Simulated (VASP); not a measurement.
# TiAl3 with r2SCAN + rVV10: from relaxation to properties, part 5 of 6

Wanted: the relaxed cell of TiAl3 and its properties. The start is a computed cell from the Materials Project.

VASP 6.6.1; r2SCAN with rVV10; plane waves and PAW (Ti_sv, Al).

Still holding for the runs below: This run has no spin polarisation. Its electron count is odd, so without a moment it is a metal by construction. The k-mesh is coarse for a metal.

So far. Step 4 (Band structure (r2SCAN + rVV10)): There is no gap at this level. Step 5 (Total and projected DOS (r2SCAN + rVV10)): The finer mesh and the other smearing move the Fermi level by -0.03 eV from the 7×7×7 run, a small shift, which tests the Fermi level alone. Of the states within 0.3 eV of the Fermi level, the largest shares in the PAW spheres are Ti d 48 % and Al p 7 %. The rest lies in smaller channels or between the spheres.

### Step 7. Volume scan with r2SCAN + rVV10

An equation of state needs energies on both sides of the minimum, all on one mesh and cutoff.

The input, INCAR:

```
SYSTEM = TiAl3
PREC = Accurate
ENCUT = 400
EDIFF = 1E-06
NELM = 100
ISMEAR = 1
SIGMA = 0.2
LREAL = .FALSE.
ALGO = Normal
METAGGA = R2SCAN
LUSE_VDW = .TRUE.
IVDW_NL = 2
BPARAM = 11.95
CPARAM = 0.0093
LASPH = .TRUE.
NBANDS = 16
LORBIT = 11
LWAVE = .FALSE.
LCHARG = .FALSE.
KPAR = 4
ISIF = 2
```

The input, POSCAR:

```
TiAl3
1.0
    0.0000000000     -3.7354446551      0.0000000000
   -3.7354446551      0.0000000000      0.0000000000
    1.8677223276     -1.8677223276     -4.1914916792
Ti Al
1 3
Direct
    0.0000000000      0.0000000000      0.0000000000
    0.5000000000      0.5000000000      0.0000000000
    0.7500000000      0.7500000000      0.5000000000
    0.2500000000      0.2500000000      0.5000000000
```

The input, KPOINTS:

```
Automatic mesh
0
Gamma
7 7 7
0 0 0
```

The projector-augmented-wave data sets are Ti_sv and Al (PBE family, release 64).

Launch:

```sh
mpirun -np 4 vasp_std
```

What it wrote:

```text
[... set-up lines as in an earlier step ...]
 entering main loop
       N       E                     dE             d eps       ncg     rms          rms(c)
Total rVV10 correction in eV:      0.4831834    27.5390959
Total rVV10 correction in eV:      0.4831834    27.5390959
Total rVV10 correction in eV:      0.4831834    27.5390959
Total rVV10 correction in eV:      0.4831834    27.5390959
DAV:   1     0.919304744402E+02    0.91930E+02   -0.85395E+03  1280   0.106E+03
DAV:   2    -0.317792249554E+02   -0.12371E+03   -0.12155E+03  1328   0.294E+02
DAV:   3    -0.391878011191E+02   -0.74086E+01   -0.73224E+01  2128   0.665E+01
DAV:   4    -0.393457099903E+02   -0.15791E+00   -0.15783E+00  1440   0.969E+00
DAV:   5    -0.393520786140E+02   -0.63686E-02   -0.63684E-02  2096   0.179E+00    0.139E+01
Total rVV10 correction in eV:      0.4627477    27.5390950
Total rVV10 correction in eV:      0.4627477    27.5390950
Total rVV10 correction in eV:      0.4627477    27.5390950
Total rVV10 correction in eV:      0.4627477    27.5390950
DAV:   6    -0.345899248059E+02    0.47622E+01   -0.19996E+01  1760   0.457E+01    0.555E+00
Total rVV10 correction in eV:      0.4665550    27.5390948
Total rVV10 correction in eV:      0.4665550    27.5390948
Total rVV10 correction in eV:      0.4665550    27.5390948
Total rVV10 correction in eV:      0.4665550    27.5390948
DAV:   7    -0.343596664987E+02    0.23026E+00   -0.36209E+00  1648   0.145E+01    0.337E+00
Total rVV10 correction in eV:      0.4626428    27.5390948
Total rVV10 correction in eV:      0.4626428    27.5390948
Total rVV10 correction in eV:      0.4626428    27.5390948
Total rVV10 correction in eV:      0.4626428    27.5390948
DAV:   8    -0.343407755877E+02    0.18891E-01   -0.50777E-01  1848   0.549E+00    0.103E+00
Total rVV10 correction in eV:      0.4628502    27.5390948
Total rVV10 correction in eV:      0.4628502    27.5390948
Total rVV10 correction in eV:      0.4628502    27.5390948
Total rVV10 correction in eV:      0.4628502    27.5390948
DAV:   9    -0.343318807290E+02    0.88949E-02   -0.60263E-02  1672   0.183E+00    0.254E-01
Total rVV10 correction in eV:      0.4630327    27.5390948
Total rVV10 correction in eV:      0.4630327    27.5390948
Total rVV10 correction in eV:      0.4630327    27.5390948
Total rVV10 correction in eV:      0.4630327    27.5390948
DAV:  10    -0.343320739892E+02   -0.19326E-03   -0.55166E-03  1736   0.681E-01    0.626E-02
Total rVV10 correction in eV:      0.4629174    27.5390948
Total rVV10 correction in eV:      0.4629174    27.5390948
Total rVV10 correction in eV:      0.4629174    27.5390948
Total rVV10 correction in eV:      0.4629174    27.5390948
DAV:  11    -0.343319917722E+02    0.82217E-04   -0.11893E-03  1856   0.266E-01    0.354E-02
Total rVV10 correction in eV:      0.4629303    27.5390948
Total rVV10 correction in eV:      0.4629303    27.5390948
Total rVV10 correction in eV:      0.4629303    27.5390948
Total rVV10 correction in eV:      0.4629303    27.5390948
DAV:  12    -0.343319898396E+02    0.19326E-05   -0.67985E-05  1584   0.592E-02    0.524E-03
Total rVV10 correction in eV:      0.4629260    27.5390948
Total rVV10 correction in eV:      0.4629260    27.5390948
Total rVV10 correction in eV:      0.4629260    27.5390948
Total rVV10 correction in eV:      0.4629260    27.5390948
DAV:  13    -0.343319892846E+02    0.55494E-06   -0.16685E-06  1344   0.114E-02
Total rVV10 correction in eV:      0.4629326    27.5390948
Total rVV10 correction in eV:      0.4629326    27.5390948
Total rVV10 correction in eV:      0.4629326    27.5390948
Total rVV10 correction in eV:      0.4629326    27.5390948
Total rVV10 correction in eV:      0.4629262    27.5390948
Total rVV10 correction in eV:      0.4629262    27.5390948
Total rVV10 correction in eV:      0.4629262    27.5390948
Total rVV10 correction in eV:      0.4629262    27.5390948
   1 F= -.34331989E+02 E0= -.34332477E+02  d E =0.146376E-02
```

It took 23 s on 4 MPI ranks of Intel Xeon 6975P-C (Granite Rapids), shared host; peak memory 0.94 GiB; 83 s of CPU time.

Parts of OUTCAR (step 7):

```text
   ENCUT  =  400.0 eV  29.40 Ry    5.42 a.u.   6.09  6.09  8.08*2*pi/ulx,y,z

   NELECT =      21.0000    total number of electrons

 E-fermi :   9.0476

 k-point     1 :       0.0000    0.0000    0.0000
  band No.  band energies     occupation
    ...
      6       5.9928      2.00000
      7       6.0428      2.00000
      8       7.4377      2.00000
      9       7.6696      2.00000
     10       7.6697      2.00000
     11       9.9776     -0.00000
     12      10.9696     -0.00000
     13      10.9697     -0.00000
     14      11.2390     -0.00000
     15      12.3962     -0.00000
    ...

  Total        3.0298609      3.0298609      2.9128564      0.0000000      0.0000000     -0.0000000
  in kB       83.0003746     83.0003746     79.7951391      0.0000000      0.0000000     -0.0000000
  external PRESSURE =      81.9319627 kB  Pullay stress =       0.0000000 kB

 POSITION                                       TOTAL-FORCE (eV/Angst)
 -----------------------------------------------------------------------------------
      0.00000      0.00000      0.00000        -0.000000      0.000000      0.000000
     -1.86772     -1.86772      0.00000        -0.000000      0.000000      0.000000
     -1.86772     -3.73544     -2.09575         0.000000     -0.000000      0.000000
      0.00000     -1.86772     -2.09575         0.000000      0.000000      0.000000
 -----------------------------------------------------------------------------------
    total drift:                               -0.000000     -0.000000      0.000000

  FREE ENERGIE OF THE ION-ELECTRON SYSTEM (eV)
  ---------------------------------------------------
  free  energy   TOTEN  =       -34.3319892846 eV

  energy  without entropy=      -34.3334530425  energy(sigma->0) =      -34.33247720

[... 2 parts as in an earlier step ...]

[... 14 further parts left out ...]
```

The scan keeps the cell's shape and the fractional positions fixed.

This step gave:

```yaml
scf_cycles: 13
bands: 16
irreducible_k_points: 40
free_energy_toten: -34.33 eV
energy_at_zero_smearing: -34.33 eV
fermi_energy: 9.048 eV
pressure: 8.193 GPa
```

The pressure here is 8.19 GPa.

### Step 8. Volume scan with r2SCAN + rVV10 (run 2)

INCAR is that of step 7.

The input, POSCAR:

```
TiAl3
1.0
    0.0000000000     -3.7617514701      0.0000000000
   -3.7617514701      0.0000000000      0.0000000000
    1.8808757351     -1.8808757351     -4.2210101988
Ti Al
1 3
Direct
    0.0000000000      0.0000000000      0.0000000000
    0.5000000000      0.5000000000      0.0000000000
    0.7500000000      0.7500000000      0.5000000000
    0.2500000000      0.2500000000      0.5000000000
```

KPOINTS is that of step 7.

Launch:

```sh
mpirun -np 4 vasp_std
```

What it wrote:

```text
[... set-up lines as in an earlier step ...]
 entering main loop
       N       E                     dE             d eps       ncg     rms          rms(c)
Total rVV10 correction in eV:      0.4873331    27.5390959
Total rVV10 correction in eV:      0.4873331    27.5390959
Total rVV10 correction in eV:      0.4873331    27.5390959
Total rVV10 correction in eV:      0.4873331    27.5390959
DAV:   1     0.949921747459E+02    0.94992E+02   -0.84621E+03  1280   0.105E+03
DAV:   2    -0.314289572270E+02   -0.12642E+03   -0.12441E+03  1376   0.294E+02
DAV:   3    -0.392395093517E+02   -0.78106E+01   -0.76536E+01  2064   0.678E+01
DAV:   4    -0.394325030709E+02   -0.19299E+00   -0.19287E+00  1488   0.105E+01
DAV:   5    -0.394400643565E+02   -0.75613E-02   -0.75610E-02  2104   0.198E+00    0.136E+01
Total rVV10 correction in eV:      0.4666545    27.5390956
Total rVV10 correction in eV:      0.4666545    27.5390956
Total rVV10 correction in eV:      0.4666545    27.5390956
Total rVV10 correction in eV:      0.4666545    27.5390956
DAV:   6    -0.346656307584E+02    0.47744E+01   -0.20744E+01  1784   0.457E+01    0.559E+00
Total rVV10 correction in eV:      0.4706247    27.5390955
Total rVV10 correction in eV:      0.4706247    27.5390955
Total rVV10 correction in eV:      0.4706247    27.5390955
Total rVV10 correction in eV:      0.4706247    27.5390955
DAV:   7    -0.344163005691E+02    0.24933E+00   -0.39702E+00  1640   0.149E+01    0.330E+00
Total rVV10 correction in eV:      0.4665631    27.5390955
Total rVV10 correction in eV:      0.4665631    27.5390955
Total rVV10 correction in eV:      0.4665631    27.5390955
Total rVV10 correction in eV:      0.4665631    27.5390955
DAV:   8    -0.343954179623E+02    0.20883E-01   -0.56456E-01  1824   0.566E+00    0.106E+00
Total rVV10 correction in eV:      0.4667510    27.5390955
Total rVV10 correction in eV:      0.4667510    27.5390955
Total rVV10 correction in eV:      0.4667510    27.5390955
Total rVV10 correction in eV:      0.4667510    27.5390955
DAV:   9    -0.343854121112E+02    0.10006E-01   -0.65782E-02  1632   0.188E+00    0.260E-01
Total rVV10 correction in eV:      0.4669588    27.5390955
Total rVV10 correction in eV:      0.4669588    27.5390955
Total rVV10 correction in eV:      0.4669588    27.5390955
Total rVV10 correction in eV:      0.4669588    27.5390955
DAV:  10    -0.343856079002E+02   -0.19579E-03   -0.68328E-03  1720   0.736E-01    0.707E-02
Total rVV10 correction in eV:      0.4668316    27.5390955
Total rVV10 correction in eV:      0.4668316    27.5390955
Total rVV10 correction in eV:      0.4668316    27.5390955
Total rVV10 correction in eV:      0.4668316    27.5390955
DAV:  11    -0.343854994396E+02    0.10846E-03   -0.14071E-03  1872   0.285E-01    0.317E-02
Total rVV10 correction in eV:      0.4668436    27.5390955
Total rVV10 correction in eV:      0.4668436    27.5390955
Total rVV10 correction in eV:      0.4668436    27.5390955
Total rVV10 correction in eV:      0.4668436    27.5390955
DAV:  12    -0.343854954769E+02    0.39627E-05   -0.67954E-05  1592   0.561E-02    0.478E-03
Total rVV10 correction in eV:      0.4668372    27.5390955
Total rVV10 correction in eV:      0.4668372    27.5390955
Total rVV10 correction in eV:      0.4668372    27.5390955
Total rVV10 correction in eV:      0.4668372    27.5390955
DAV:  13    -0.343854949893E+02    0.48758E-06   -0.21024E-06  1512   0.136E-02
Total rVV10 correction in eV:      0.4668438    27.5390955
Total rVV10 correction in eV:      0.4668438    27.5390955
Total rVV10 correction in eV:      0.4668438    27.5390955
Total rVV10 correction in eV:      0.4668438    27.5390955
Total rVV10 correction in eV:      0.4668375    27.5390955
Total rVV10 correction in eV:      0.4668375    27.5390955
Total rVV10 correction in eV:      0.4668375    27.5390955
Total rVV10 correction in eV:      0.4668375    27.5390955
   1 F= -.34385495E+02 E0= -.34385990E+02  d E =0.148522E-02
```

Elapsed: 39 s, on 4 MPI ranks; peak memory 1.1 GiB; 2.3 min of CPU time.

Parts of OUTCAR (step 8):

```text
   ENCUT  =  400.0 eV  29.40 Ry    5.42 a.u.   6.13  6.13  8.14*2*pi/ulx,y,z

   NELECT =      21.0000    total number of electrons

 E-fermi :   8.8278

 k-point     1 :       0.0000    0.0000    0.0000
  band No.  band energies     occupation
    ...
      6       5.7936      2.00000
      7       5.8503      2.00000
      8       7.2633      2.00000
      9       7.4704      2.00000
     10       7.4705      2.00000
     11       9.7368     -0.00000
     12      10.6971     -0.00000
     13      10.6971     -0.00000
     14      11.0148     -0.00000
     15      12.0292     -0.00000
    ...

  Total        1.9588326      1.9588326      1.8839493      0.0000000      0.0000000     -0.0000000
  in kB       52.5425693     52.5425693     50.5339450      0.0000000      0.0000000     -0.0000000
  external PRESSURE =      51.8730278 kB  Pullay stress =       0.0000000 kB

 POSITION                                       TOTAL-FORCE (eV/Angst)
 -----------------------------------------------------------------------------------
      0.00000      0.00000      0.00000         0.000000     -0.000000      0.000000
     -1.88088     -1.88088      0.00000         0.000000     -0.000000      0.000000
     -1.88088     -3.76175     -2.11051        -0.000000      0.000000      0.000000
      0.00000     -1.88088     -2.11051         0.000000     -0.000000     -0.000000
 -----------------------------------------------------------------------------------
    total drift:                                0.000000     -0.000000      0.000000

  FREE ENERGIE OF THE ION-ELECTRON SYSTEM (eV)
  ---------------------------------------------------
  free  energy   TOTEN  =       -34.3854949893 eV

  energy  without entropy=      -34.3869802059  energy(sigma->0) =      -34.38599006

[... 3 parts as in an earlier step ...]

[... 13 further parts left out ...]
```

This step gave:

* free energy (TOTEN): -34.39 eV
* energy at zero smearing: -34.39 eV
* Fermi energy: 8.828 eV
* pressure: 5.187 GPa

The pressure falls from 8.19 to 5.19 GPa.

The run ends at a pressure of 5.19 GPa.

### Step 9. Volume scan with r2SCAN + rVV10 (run 3)

INCAR is that of step 8.

The input, POSCAR:

```
TiAl3
1.0
    0.0000000000     -3.7876954035      0.0000000000
   -3.7876954035      0.0000000000      0.0000000000
    1.8938477018     -1.8938477018     -4.2501215339
Ti Al
1 3
Direct
    0.0000000000      0.0000000000      0.0000000000
    0.5000000000      0.5000000000      0.0000000000
    0.7500000000      0.7500000000      0.5000000000
    0.2500000000      0.2500000000      0.5000000000
```

KPOINTS is that of step 8.

Launch:

```sh
mpirun -np 4 vasp_std
```

What it wrote:

```text
[... set-up lines as in an earlier step ...]
 entering main loop
       N       E                     dE             d eps       ncg     rms          rms(c)
Total rVV10 correction in eV:      0.4913834    27.5390959
Total rVV10 correction in eV:      0.4913834    27.5390959
Total rVV10 correction in eV:      0.4913834    27.5390959
Total rVV10 correction in eV:      0.4913834    27.5390959
DAV:   1     0.910558936848E+02    0.91056E+02   -0.84890E+03  1280   0.106E+03
DAV:   2    -0.311578903602E+02   -0.12221E+03   -0.12033E+03  1304   0.292E+02
DAV:   3    -0.392816068869E+02   -0.81237E+01   -0.80052E+01  2088   0.680E+01
DAV:   4    -0.394962087879E+02   -0.21460E+00   -0.21430E+00  1464   0.106E+01
DAV:   5    -0.395059293450E+02   -0.97206E-02   -0.97201E-02  2128   0.217E+00    0.133E+01
Total rVV10 correction in eV:      0.4704600    27.5390953
Total rVV10 correction in eV:      0.4704600    27.5390953
Total rVV10 correction in eV:      0.4704600    27.5390953
Total rVV10 correction in eV:      0.4704600    27.5390953
[...]
Total rVV10 correction in eV:      0.4706378    27.5390952
DAV:  11    -0.344168423418E+02    0.14535E-03   -0.16876E-03  1864   0.307E-01    0.271E-02
Total rVV10 correction in eV:      0.4706485    27.5390952
Total rVV10 correction in eV:      0.4706485    27.5390952
Total rVV10 correction in eV:      0.4706485    27.5390952
Total rVV10 correction in eV:      0.4706485    27.5390952
DAV:  12    -0.344168361643E+02    0.61775E-05   -0.68295E-05  1600   0.540E-02    0.441E-03
Total rVV10 correction in eV:      0.4706397    27.5390952
Total rVV10 correction in eV:      0.4706397    27.5390952
Total rVV10 correction in eV:      0.4706397    27.5390952
Total rVV10 correction in eV:      0.4706397    27.5390952
DAV:  13    -0.344168356980E+02    0.46627E-06   -0.32565E-06  1584   0.175E-02
Total rVV10 correction in eV:      0.4706445    27.5390952
Total rVV10 correction in eV:      0.4706445    27.5390952
Total rVV10 correction in eV:      0.4706445    27.5390952
Total rVV10 correction in eV:      0.4706445    27.5390952
Total rVV10 correction in eV:      0.4706397    27.5390952
Total rVV10 correction in eV:      0.4706397    27.5390952
Total rVV10 correction in eV:      0.4706397    27.5390952
Total rVV10 correction in eV:      0.4706397    27.5390952
   1 F= -.34416836E+02 E0= -.34417333E+02  d E =0.149060E-02
```

Elapsed: 37 s, on 4 MPI ranks; peak memory 1.2 GiB; 2.3 min of CPU time.

From OUTCAR (step 9):

```text
  Total        0.9474747      0.9474747      0.9160177      0.0000000      0.0000000     -0.0000000
  in kB       24.8958381     24.8958381     24.0692740      0.0000000      0.0000000     -0.0000000
  external PRESSURE =      24.6203167 kB  Pullay stress =       0.0000000 kB

 POSITION                                       TOTAL-FORCE (eV/Angst)
 -----------------------------------------------------------------------------------
      0.00000      0.00000      0.00000         0.000000     -0.000000      0.000000
     -1.89385     -1.89385      0.00000         0.000000     -0.000000      0.000000
     -1.89385     -3.78770     -2.12506        -0.000000      0.000000      0.000000
      0.00000     -1.89385     -2.12506         0.000000     -0.000000      0.000000
 -----------------------------------------------------------------------------------
    total drift:                                0.000000     -0.000000      0.000000

  FREE ENERGIE OF THE ION-ELECTRON SYSTEM (eV)
  ---------------------------------------------------
  free  energy   TOTEN  =       -34.4168356980 eV

  energy  without entropy=      -34.4183262987  energy(sigma->0) =      -34.41733256

[... 1 part as in an earlier step ...]

[... 2 further parts left out ...]
[key lines of the parts left out:]
E-fermi :   8.6156
```

The pressure falls from 5.19 to 2.46 GPa.

The run ends at a pressure of 2.46 GPa.

[end of part 5 of 6]

[Lines on the potential files, build, host, timing and source positions are cut from VASP's logs without a mark.]

[Logs are printed without paths, hosts, clocks, repeated set-up lines and the standing remarks that a program may print on its own settings, such as how far it seeks lower states.]

[Hosts, paths, dates, database ids (printed as entryN), source tags and the programs' standing remarks are cut or masked in the printed files.]

[A measured line is paired with the nearest computed mode of its activity, which favours agreement.]
